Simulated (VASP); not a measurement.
These are vdW-DF2, VASP's PBE PAW potentials (set 64) (plane waves; VASP) values and carry that method's errors.

VASP ran on this input.

File POSCAR:
```
LiH
2.8473740
  0.0000000000   0.7071068700   0.7071068700
  0.7071068700   0.0000000000   0.7071068700
  0.7071068700   0.7071068700   0.0000000000
Li H
1 1
Cartesian
  0.0000000000   0.0000000000   0.0000000000
  0.7071068700   0.7071068700   0.7071068700
```

File KPOINTS:
```
K-points
0
gamma
13 13 13
```

**INCAR**
```
LWAVE  =  .False.
ENCUT  =  520
LCHARG  =  .True.
NEDOS  =  601
NELM  =  100   ! most electronic steps
LORBIT  =  11
LREAL  =  .False.   ! projection in real space or not
PREC  =  Accurate
ISMEAR  =  -5   ! tetrahedra, Bloechl
GGA  =  ML
ALGO  =  Normal
ISIF  =  2   ! forces and stress, cell fixed
AGGAC  =  0.0
SYSTEM  =  LiH
LASPH  =  .True.
LUSE_VDW  =  .True.
EDIFF  =  1E-7   ! SCF stop (eV)
ZAB_VDW  =  -1.8867
```

POTCAR, in this order: Li_sv H (PBE.64 set). Program: vasp_std.

Output

### OSZICAR
```
       N       E                     dE             d eps       ncg     rms          rms(c)
DAV:   1    -0.956898921235E+00   -0.95690E+00   -0.13957E+03  1026   0.605E+02
DAV:   2    -0.598523142836E+01   -0.50283E+01   -0.50283E+01  1422   0.685E+01
DAV:   3    -0.609208567726E+01   -0.10685E+00   -0.10685E+00  1254   0.964E+00
DAV:   4    -0.609403382695E+01   -0.19481E-02   -0.19481E-02  1302   0.103E+00
DAV:   5    -0.609405496980E+01   -0.21143E-04   -0.21143E-04  1302   0.808E-02    0.372E+00
DAV:   6    -0.581629053474E+01    0.27776E+00   -0.31907E-01  1092   0.283E+00    0.181E+00
DAV:   7    -0.573812273243E+01    0.78168E-01   -0.42273E-01  1224   0.354E+00    0.300E-01
DAV:   8    -0.574524060865E+01   -0.71179E-02   -0.23157E-02  1122   0.132E+00    0.112E-01
DAV:   9    -0.574532371682E+01   -0.83108E-04   -0.26870E-03  1290   0.400E-01    0.237E-02
DAV:  10    -0.574531895788E+01    0.47589E-05   -0.15071E-04  1296   0.105E-01    0.143E-02
DAV:  11    -0.574534401798E+01   -0.25060E-04   -0.91182E-05  1074   0.978E-02    0.357E-03
DAV:  12    -0.574534434769E+01   -0.32971E-06   -0.15256E-06  1212   0.136E-02    0.275E-03
DAV:  13    -0.574534366584E+01    0.68185E-06   -0.14463E-06  1110   0.150E-02    0.284E-03
DAV:  14    -0.574534416424E+01   -0.49840E-06   -0.30142E-07  1110   0.598E-03    0.628E-04
DAV:  15    -0.574534424141E+01   -0.77173E-07   -0.90182E-09   570   0.113E-03
   1 F= -.57453442E+01 E0= -.57453442E+01  d E =0.000000E+00
```

OUTCAR:
```
------------------------ aborting loop because EDIFF is reached ----------------------------------------
  FORCE on cell =-STRESS in cart. coord.  units (eV):
  Direction    XX          YY          ZZ          XY          YZ          ZX
  --------------------------------------------------------------------------------------
  Total       -0.0097472     -0.0097472     -0.0097472     -0.0000000     -0.0000000     -0.0000000
  in kB       -0.9566931     -0.9566931     -0.9566931     -0.0000000     -0.0000000     -0.0000000
  external PRESSURE =      -0.9566931 kB  Pullay stress =       0.0000000 kB
  volume of cell :       16.32
      direct lattice vectors                 reciprocal lattice vectors
     0.000000000  2.013397717  2.013397717    -0.248336429  0.248336429  0.248336429
     2.013397717  0.000000000  2.013397717     0.248336429 -0.248336429  0.248336429
     2.013397717  2.013397717  0.000000000     0.248336429  0.248336429 -0.248336429
  FREE ENERGIE OF THE ION-ELECTRON SYSTEM (eV)
  ---------------------------------------------------
  free  energy   TOTEN  =        -5.7453442414 eV

  energy  without entropy=       -5.7453442414  energy(sigma->0) =       -5.74534424

 total charge

# of ion       s       p       d       tot
------------------------------------------
    1        2.020   0.068   0.000   2.087
    2        0.584   0.001   0.000   0.585
--------------------------------------------------
tot          2.603   0.069   0.000   2.672
```
(Selected blocks of OUTCAR.)

The compound is LiH in the rock salt structure. It was relaxed first.
